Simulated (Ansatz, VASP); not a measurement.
# Al38P12O87 (glassy 76Al2O3-24P2O5 (mol %)): VASP beside Ansatz

Aim: how closely do two programs agree when they are given the same cell, functional and k mesh? Of the first pair: The structure shown is the start of the Ansatz relaxation below; VASP solves that cell, so the two are compared at the walk's first step.

Calculated with Ansatz 0.2.0; plane waves, with VASP 6.6.1 beside it; single point at PBE.

### 1. The starting structure

The cell holds 137 atoms: 38 Al, 12 P and 87 O. Cell: a = 12.073 Å, b = 11.735 Å, c = 11.907 Å, α = 89.3°, β = 92.1°, γ = 87.8°. As first built, before any earlier steps moved the atoms (in the runner's words): 137 atoms (38 Al, 12 P, 87 O) placed at random at 2.77 g/cm^3, melted at 4000 K for 10 ps at fixed volume with the Morse and Coulomb pair potential with partial charges (Pedone, Malavasi, Menziani, Cormack and Segre, J. Phys. Chem. B 110, 11780 (2006)). Quenched from 4000 K to 300 K at 50 K/ps and fixed volume, held 10 ps at zero pressure.

### 2. Ansatz: relaxation, PBE

Ansatz runs on its default PAW (the set named soft_2) files.

The two programs are compared at the cell with which this relaxation starts, whose forces are those of its first step.

Contents of input.yaml:

```yaml
crystal:
  lattice:
    - [12.06908, 0.23026, -0.2173]
    - [0.23256, 11.73267, 0.07915]
    - [-0.21947, 0.07915, 11.90486]
  atoms:
    - { symbol: Al, position: [0.72626, 0.14841, 0.40137] }
    - { symbol: Al, position: [0.88019, 0.00864, 0.57258] }
    - { symbol: Al, position: [0.09634, 0.40576, 0.3327] }
    - { symbol: Al, position: [0.61396, 0.32782, 0.55598] }
    - { symbol: Al, position: [0.82433, 0.48694, 0.57993] }
    - { symbol: Al, position: [0.11443, 0.06057, 0.1558] }
    - { symbol: Al, position: [0.09727, 0.04919, 0.71199] }
    - { symbol: Al, position: [0.12981, 0.21858, 0.52571] }
    - { symbol: Al, position: [0.90745, 0.44227, 0.01808] }
    - { symbol: Al, position: [0.55118, 0.98639, 0.92373] }
    - { symbol: Al, position: [0.27833, 0.86097, 0.26396] }
    - { symbol: Al, position: [0.50644, 0.21811, 0.32533] }
    - { symbol: Al, position: [0.87721, 0.69654, 0.1521] }
    - { symbol: Al, position: [0.01288, 0.85898, 0.022] }
    - { symbol: Al, position: [0.32588, 0.07883, 0.60221] }
    - { symbol: Al, position: [0.50538, 0.4316, 0.78185] }
    - { symbol: Al, position: [0.30981, 0.11628, 0.33261] }
    - { symbol: Al, position: [0.70602, 0.87541, 0.42997] }
    - { symbol: Al, position: [0.36716, 0.2144, 0.94302] }
    - { symbol: Al, position: [0.13428, 0.27042, 0.86088] }
    - { symbol: Al, position: [0.34461, 0.73095, 0.61972] }
    - { symbol: Al, position: [0.88686, 0.66357, 0.88022] }
    - { symbol: Al, position: [0.19524, 0.0119, 0.9264] }
    - { symbol: Al, position: [0.14592, 0.31945, 0.09437] }
    - { symbol: Al, position: [0.4922, 0.18907, 0.75138] }
    - { symbol: Al, position: [0.73538, 0.86808, 0.73818] }
    - { symbol: Al, position: [0.80807, 0.01864, 0.95784] }
    - { symbol: Al, position: [0.99301, 0.86308, 0.79437] }
    - { symbol: Al, position: [0.8839, 0.26184, 0.61538] }
    - { symbol: Al, position: [0.08899, 0.58638, 0.96579] }
[... 101 atom lines left out ...]
    - { symbol: O, position: [0.69432, 0.96368, 0.86623] }
    - { symbol: O, position: [0.50041, 0.12688, 0.88607] }
    - { symbol: O, position: [0.93607, 0.82788, 0.13631] }
    - { symbol: O, position: [0.09564, 0.57189, 0.62257] }
    - { symbol: O, position: [0.20297, 0.58205, 0.87261] }
    - { symbol: O, position: [0.82778, 0.37931, 0.90647] }
kpoints:
  mp_grid: { grid: [1, 1, 1] }
hamiltonian:
  xc: pbe
scf:
  occupations: { method: fixed }
output:
  forces: true
  eigenvalues: true
  stress: true
relax:
  f_tol: 0.05
  max_steps: 70
```

Command:

```console
ansatz run input.yaml --threads 4 --pin off --max-ram 8192MiB --backend cpu --events-out ev --progress --plain --runs-dir out
```

Numbers of over 12 decimals in the logs are rounded to 6 here.

What it wrote:

```text
Warning: output.stress: scf.convergence.dr2_threshold = 1e-7 eV (the SCF's general default) is looser than the 1.08e-8 eV advised for a printed stress (1e-10 eV for each atom of the cell: 137, of which 108 are counted). What an SCF threshold leaves in a stress goes as its square root, and in the free energy as the threshold itself, and one threshold admits the most on a small cell: [figures from the program's tests c [...]
Engine: ansatz 0.2.0, x86_64-unknown-linux-gnu
Pseudopotentials: kind: paw
Pseudopotential: Al, paw, valence charge 3, recommended cutoff 420 eV (normal), Al.paw.azcp
Pseudopotential: P, paw, valence charge 5, recommended cutoff 420 eV (normal), P.paw.azcp
Pseudopotential: O, paw, valence charge 6, recommended cutoff 420 eV (normal), O.paw.azcp
Functional definition: PBE
  parameter kappa = 0.804
  parameter beta = 0.066725
  exchange = pbe_x(kappa = kappa, mu = beta*pi^2/3)
  correlation = pbe_c(beta = beta)
Crystal: 137 atoms, lattice volume = 1684.478 Å³
Basis set: ecut = 420 eV, 32941 PW (Γ), exchange–correlation on 162×160×160 points (8 copies of the dense FFT grid, shifted against one another)
Bands: 485, of which v1, the nominal top of the filled ones, is band 348 counted from 1 (347 counted from 0)
Symmetry: 1 space group operations
Space group: P1 (ITA 1), of the structure as read, at distance tolerance 1.2e-4 Å
k-points: 1
Non-local potential: Al, projectors of the file, l = 0: 2, l = 1: 2, l = 2: 1
Non-local potential: P, projectors of the file, l = 0: 2, l = 1: 2, l = 2: 2
Non-local potential: O, projectors of the file, l = 0: 2, l = 1: 2, l = 2: 1
PAW form: soft (Blöchl's): semilocal exchange-correlation on the pseudo side does not see the compensation charge
PAW one-centre angular grid: Al, 110 points (default); XC on 64 Gauss nodes
PAW one-centre angular grid: P, 110 points (default); XC on 64 Gauss nodes
PAW one-centre angular grid: O, 110 points (default); XC on 64 Gauss nodes
Initial density: superposition of atomic densities (neutral atoms: chi_scale 0, normalization atom), corrected by the library's trained network
Initial wavefunctions: pseudopotential atomic-orbital guess
Functional: x = pbe(κ = 0.804, μ = 0.219515), c = pbe(β = 0.066725)
SCF iter   1: F=—  HF=-79009.252000 eV  |F-HF|=—  |Δ(HF+E_count)|=         —  Δρ=2.24e-3  dr2=1.30e-1  ethr=1.77e-3  ⟨swp⟩=5.0  Hψ=2010  notcnv=0  defer=129
preconditioner: auto → Resta (q_TF=auto, 2.355 Å⁻¹)  ε∞=3.2  [insulator: Δε(μ)=3.706 eV  Ē_g=15.914 eV  n_scr=372 (ndim 8)  ℏωp=23.9 eV  f_vac=0.100  ε∞_Penn≈3.2]
SCF iter   2: F=—  HF=-79009.244507 eV  |F-HF|=—  |Δ(HF+E_count)|=   7.49e-3  Δρ=1.23e-3  dr2=3.21e-2  ethr=1.87e-5  ⟨swp⟩=3.0  Hψ=823  notcnv=0  defer=135
SCF iter   3: F=—  HF=-79009.249107 eV  |F-HF|=—  |Δ(HF+E_count)|=   4.60e-3  Δρ=5.54e-4  dr2=8.67e-3  ethr=4.61e-6  ⟨swp⟩=3.0  Hψ=621  notcnv=0  defer=135
SCF iter   4: F=—  HF=-79009.248572 eV  |F-HF|=—  |Δ(HF+E_count)|=   5.34e-4  Δρ=1.75e-4  dr2=6.61e-4  ethr=1.25e-6  ⟨swp⟩=3.0  Hψ=626  notcnv=0  defer=135
SCF iter   5: F=—  HF=-79009.248611 eV  |F-HF|=—  |Δ(HF+E_count)|=   3.83e-5  Δρ=1.13e-4  dr2=1.88e-4  ethr=9.50e-8  ⟨swp⟩=3.0  Hψ=778  notcnv=0  defer=135
SCF iter   6: F=-79009.248592 eV  HF=-79009.248596 eV  |F-HF|=3.44e-6  |Δ(HF+E_count)|=   1.52e-5  Δρ=3.68e-5  dr2=2.15e-5  ethr=8.98e-9  ⟨swp⟩=18.0  Hψ=3948  notcnv=0
SCF 1 converged in 6 iterations: F = -79009.248592 eV  dr2 = 2.15e-5
  greatest PAW one-centre occupation: 0.869 electrons in one spin orbital (limit 2), on the O atom at site 87 (counted from 0), in its partial waves of l = 0
relax step   1: F+E_penalty+E_count = -79009.24859207 eV  Δ(F+E_penalty+E_count) = +0.000e0 eV  max|allowed force component| = 4.958e-1 eV/Å  Δτ_max = 0.0000 Å  (6 SCF iters, dr2 threshold 6.25e-5 eV, accepted)
Initial density: handed on by an earlier stage of this run
Initial wavefunctions: those handed on with the density
iter 1 solved again at ethr=3.25e-6 eV; its pass at ethr=3.10e-3 eV (dr2=2.26e-2 eV) is discarded
[...]
- { symbol: Al, position: [0.857428, 0.039442, 0.246655] }
    - { symbol: Al, position: [0.283744, 0.338468, 0.686403] }
    - { symbol: Al, position: [0.042761, 0.477210, 0.721943] }
    - { symbol: Al, position: [0.404739, 0.019445, 0.119314] }
    - { symbol: Al, position: [0.607858, 0.449196, 0.238037] }
    - { symbol: Al, position: [0.341850, 0.393273, 0.296970] }
    - { symbol: Al, position: [0.646588, 0.109941, 0.134069] }
    - { symbol: Al, position: [0.435222, 0.785730, 0.038151] }
    - { symbol: P, position: [0.207919, 0.602773, 0.214372] }
    - { symbol: P, position: [0.090507, 0.698454, 0.588957] }
    - { symbol: P, position: [0.902884, 0.675316, 0.418189] }
    - { symbol: P, position: [0.680753, 0.629286, 0.747744] }
    - { symbol: P, position: [0.629825, 0.707815, 0.222001] }
    - { symbol: P, position: [0.079583, 0.995733, 0.388929] }
    - { symbol: P, position: [0.565525, 0.336258, 0.021332] }
    - { symbol: P, position: [0.864620, 0.259498, 0.864527] }
    - { symbol: P, position: [0.849400, 0.329295, 0.249423] }
    - { symbol: P, position: [0.440001, 0.912284, 0.464012] }
    - { symbol: P, position: [0.415058, 0.499152, 0.524543] }
    - { symbol: P, position: [0.326747, 0.617072, 0.866239] }
    - { symbol: O, position: [0.617285, 0.590618, 0.282585] }
    - { symbol: O, position: [0.642419, 0.801159, 0.310529] }
    - { symbol: O, position: [0.370783, 0.277918, 0.798269] }
    - { symbol: O, position: [0.819449, 0.769802, 0.447848] }
    - { symbol: O, position: [0.058707, 0.432286, 0.026924] }
    - { symbol: O, position: [0.858585, 0.791490, 0.793496] }
    - { symbol: O, position: [0.549709, 0.018037, 0.074918] }
    - { symbol: O, position: [0.010229, 0.022120, 0.265535] }
    - { symbol: O, position: [0.732280, 0.702620, 0.147974] }
    - { symbol: O, position: [0.824774, 0.164854, 0.940508] }
    - { symbol: O, position: [0.358722, 0.677421, 0.975594] }
    - { symbol: O, position: [0.988886, 0.977109, 0.470791] }
    - { symbol: O, position: [0.198751, 0.017190, 0.617085] }
    - { symbol: O, position: [0.128609, 0.926163, 0.824404] }
    - { symbol: O, position: [0.429818, 0.105027, 0.240312] }
    - { symbol: O, position: [0.241352, 0.026018, 0.231812] }
    - { symbol: O, position: [0.418881, 0.627498, 0.544350] }
    - { symbol: O, position: [0.738864, 0.382105, 0.290096] }
    - { symbol: O, position: [0.951438, 0.377756, 0.307432] }
    - { symbol: O, position: [0.374068, 0.444544, 0.638802] }
    - { symbol: O, position: [0.155131, 0.373272, 0.750993] }
    - { symbol: O, position: [0.988319, 0.548587, 0.841194] }
    - { symbol: O, position: [0.035306, 0.771288, 0.675227] }
    - { symbol: O, position: [0.857774, 0.348849, 0.123088] }
[...]
- { symbol: O, position: [0.579614, 0.364298, 0.897176] }
    - { symbol: O, position: [0.581463, 0.552416, 0.741278] }
    - { symbol: O, position: [0.695991, 0.964055, 0.867128] }
    - { symbol: O, position: [0.500108, 0.125945, 0.884659] }
    - { symbol: O, position: [0.935598, 0.827112, 0.135753] }
    - { symbol: O, position: [0.094175, 0.571436, 0.621994] }
    - { symbol: O, position: [0.204829, 0.582340, 0.873178] }
    - { symbol: O, position: [0.830399, 0.379245, 0.906696] }
```

### 3. VASP: single point, PBE, start cell, pair 1

The same cell, functional and mesh now go to VASP, with its own data sets.

Lines of VASP's logs that name or quote its potential files are left out, and so is its time.

Contents of INCAR:

```
SYSTEM = Al38P12O87
PREC = Accurate
ENCUT = 520
EDIFF = 1E-06
NELM = 120
ISMEAR = 0
SIGMA = 0.01
LREAL = Auto
ALGO = Normal
GGA = PE
NBANDS = 443
LORBIT = 11
LWAVE = .FALSE.
LCHARG = .FALSE.
ISIF = 2
LASPH = .TRUE.
GGA_COMPAT = .FALSE.
EFERMI = MIDGAP
```

Contents of POSCAR:

```
Al38P12O87
1.0
   12.0690800000      0.2302600000     -0.2173000000
    0.2325600000     11.7326700000      0.0791500000
   -0.2194700000      0.0791500000     11.9048600000
Al P O
38 12 87
Direct
    0.7262588019      0.1484063820      0.4013713452
    0.8801875523      0.0086432444      0.5725796559
    0.0963414699      0.4057630015      0.3326976428
    0.6139558878      0.3278217738      0.5559801225
    0.8243324971      0.4869384151      0.5799300686
    0.1144335568      0.0605675426      0.1557996054
    0.0972667726      0.0491916449      0.7119901075
    0.1298065119      0.2185777652      0.5257102162
    0.9074522913      0.4422709164      0.0180836767
    0.5511801152      0.9863885959      0.9237318861
    0.2783313900      0.8609735713      0.2639623946
    0.5064408903      0.2181120919      0.3253281461
    0.8772079742      0.6965401450      0.1520963825
    0.0128812425      0.8589769113      0.0220003487
    0.3258769491      0.0788310192      0.6022140190
    0.5053840071      0.4316022320      0.7818536823
    0.3098129610      0.1162766955      0.3326136600
    0.7060173620      0.8754103151      0.4299696801
    0.3671616193      0.2144028067      0.9430194255
    0.1342810686      0.2704194065      0.8608816551
    0.3446096177      0.7309503314      0.6197241254
    0.8868581937      0.6635678528      0.8802197497
    0.1952385696      0.0119000761      0.9264017763
    0.1459198878      0.3194525503      0.0943668151
    0.4922028532      0.1890697966      0.7513814363
    0.7353771745      0.8680841937      0.7381765595
    0.8080716306      0.0186420148      0.9578372572
    0.9930103823      0.8630835960      0.7943703739
    0.8839004218      0.2618385699      0.6153828805
    0.0889872855      0.5863769548      0.9657925588
[... 101 atom lines left out ...]
    0.6943194282      0.9636821128      0.8662260768
    0.5004074639      0.1268802434      0.8860663603
    0.9360683788      0.8278824653      0.1363124608
    0.0956358504      0.5718904922      0.6225706592
    0.2029691496      0.5820496956      0.8726130305
    0.8277788550      0.3793125382      0.9064662464
```

Contents of KPOINTS:

```
Automatic mesh
0
Gamma
1 1 1
0 0 0
```

Potentials, in the order of the species: Al, P and O (PBE family, release 64).

Command:

```console
export OMP_NUM_THREADS=3
mpirun -np 1 vasp_gam
```

What it wrote:

```text
[banner, memory and clock lines left out]
running    1 mpi-ranks, on    1 nodes
[...]
Offloading initialized ...    1 GPUs detected
[...]
LDA part: xc-table for (Slater+PW92), standard interpolation
 POSCAR, INCAR and KPOINTS ok, starting setup
[...]
entering main loop
       N       E                     dE             d eps       ncg     rms          rms(c)
DAV:   1     0.619965869154E+04    0.61997E+04   -0.41225E+05   910   0.154E+03
DAV:   2    -0.600137799202E+03   -0.67998E+04   -0.65820E+04  1097   0.370E+02
DAV:   3    -0.113923727373E+04   -0.53910E+03   -0.53532E+03  1044   0.111E+02
DAV:   4    -0.115009018206E+04   -0.10853E+02   -0.10802E+02  1052   0.170E+01
[...]
DAV:  17    -0.100597245074E+04    0.18061E-04   -0.22303E-04  1052   0.387E-02    0.245E-02
DAV:  18    -0.100597244461E+04    0.61301E-05   -0.64265E-05  1052   0.181E-02    0.109E-02
DAV:  19    -0.100597244497E+04   -0.36055E-06   -0.75318E-06  1036   0.529E-03
   1 F= -.10059724E+04 E0= -.10059724E+04  d E =0.000000E+00
```

Parts of OUTCAR (step 3):

```text
  Total      -38.0376234    -12.7304027    -12.7859420     -0.2402406     -0.2352843     -0.6188731
  in kB      -36.1791780    -12.1084196    -12.1612454     -0.2285029     -0.2237887     -0.5886362
  external PRESSURE =     -20.1496143 kB  Pullay stress =       0.0000000 kB

 POSITION                                       TOTAL-FORCE (eV/Angst)
[...]
0.45700      9.11570      8.08410         0.111885     -0.091964     -0.102711
     10.39850      4.29890      1.30600         0.017470      0.046332      0.054818
      7.26660      5.35650      0.97680        -0.065077     -0.125599     -0.023703
      4.05700      5.66440      5.05440         0.288689      0.045389      0.208874
      9.15380      7.22820      7.63070        -0.215761     -0.009243      0.164354
      1.36080      4.17740      5.54070         0.010867      0.011684     -0.010757
      7.18620      2.71600      5.34040         0.095896     -0.025679     -0.040706
     11.83700      3.31800     10.13440        -0.382219      0.031761     -0.026096
     11.25340      5.05110      7.55740        -0.062322      0.066039     -0.041935
      4.98640     10.20840      6.83440         0.006455     -0.005080     -0.080924
      9.87270      1.96150      6.08010         0.028105     -0.004090     -0.011598
      2.63710      3.54540     11.57900        -0.041116     -0.025365      0.012426
      9.52590     11.91040      4.24890        -0.002599      0.022839     -0.015944
      7.72200      9.07380      8.56120         0.181250     -0.027434      0.026633
[...]
-----------------------------------------------------------------------------------
    total drift:                                0.015264      0.008690      0.001333

  FREE ENERGIE OF THE ION-ELECTRON SYSTEM (eV)
  ---------------------------------------------------
  free  energy   TOTEN  =     -1005.9724449684 eV

  energy  without entropy=    -1005.9724449684  energy(sigma->0) =    -1005.97244497

[... 3 further parts left out ...]
[key lines of the parts left out:]
E-fermi :   4.3016
```

The run ends at a pressure of -2.01 GPa, with forces up to 0.57 eV/Å.

### 4. Side by side

Known differences besides the potentials themselves: fixed occupations in Ansatz, narrow Gaussian smearing in VASP; the cutoff is 420 eV in Ansatz and 520 eV in VASP (PREC = Accurate, projectors in real space). Total energies have different zeros and are not compared.

Forces on 10 of the 137 atoms, those with the largest forces and the largest differences (eV/Å; atoms numbered as in POSCAR):

```csv
atom,"Ansatz x, y, z","VASP x, y, z"
P39,"0.044, -0.210, 0.010","0.028, -0.098, 0.023"
P46,"0.465, -0.030, -0.018","0.455, -0.073, 0.016"
P48,"0.453, 0.079, -0.048","0.477, 0.071, -0.030"
O60,"0.061, 0.063, -0.031","0.108, 0.131, -0.113"
O107,"-0.456, 0.122, 0.070","-0.525, 0.127, 0.098"
O108,"-0.006, -0.018, -0.016","-0.035, -0.106, -0.073"
O111,"0.418, 0.083, -0.098","0.475, 0.093, -0.117"
O118,"-0.496, -0.114, -0.004","-0.556, -0.143, -0.014"
O122,"-0.317, -0.150, 0.190","-0.387, -0.187, 0.230"
O136,"0.391, 0.120, 0.029","0.456, 0.143, 0.037"
```

The forces differ by 31 meV/Å r.m.s., which is 24.7 % of the r.m.s. force of 0.125 eV/Å (both taken over all components).

### 5. Ansatz: relaxation, PBE

This run makes the geometry at which the two programs are then compared.

The structure compared here is the end of the Ansatz relaxation.

input.yaml is that of step 2.

Command:

```console
ansatz run input.yaml --threads 4 --pin off --max-ram 8192MiB --backend cpu --events-out ev --progress --plain --runs-dir out
```

What it wrote:

```text
[...]
Crystal: 137 atoms, lattice volume = 1684.478 Å³
Basis set: ecut = 420 eV, 32941 PW (Γ), exchange–correlation on 162×160×160 points (8 copies of the dense FFT grid, shifted against one another)
Bands: 485, of which v1, the nominal top of the filled ones, is band 348 counted from 1 (347 counted from 0)
Symmetry: 1 space group operations
[...]
k-points: 1
[...]
- { symbol: O, position: [0.642419, 0.801159, 0.310529] }
    - { symbol: O, position: [0.370783, 0.277918, 0.798269] }
    - { symbol: O, position: [0.819449, 0.769802, 0.447848] }
    - { symbol: O, position: [0.058707, 0.432286, 0.026924] }
    - { symbol: O, position: [0.858585, 0.791490, 0.793496] }
    - { symbol: O, position: [0.549709, 0.018037, 0.074918] }
    - { symbol: O, position: [0.010229, 0.022120, 0.265535] }
[...]
- { symbol: O, position: [0.935598, 0.827112, 0.135753] }
    - { symbol: O, position: [0.094175, 0.571436, 0.621994] }
    - { symbol: O, position: [0.204829, 0.582340, 0.873178] }
    - { symbol: O, position: [0.830399, 0.379245, 0.906696] }
```

[end of part 1 of 2]

[Lines on the potential files, build, host, timing and source positions are cut from VASP's logs without a mark.]

[Logs are printed without paths, hosts, clocks, repeated set-up lines and the standing remarks that a program may print on its own settings, such as how far it seeks lower states.]

[Hosts, paths, dates, database ids (printed as entryN), source tags and the programs' standing remarks are cut or masked in the printed files.]
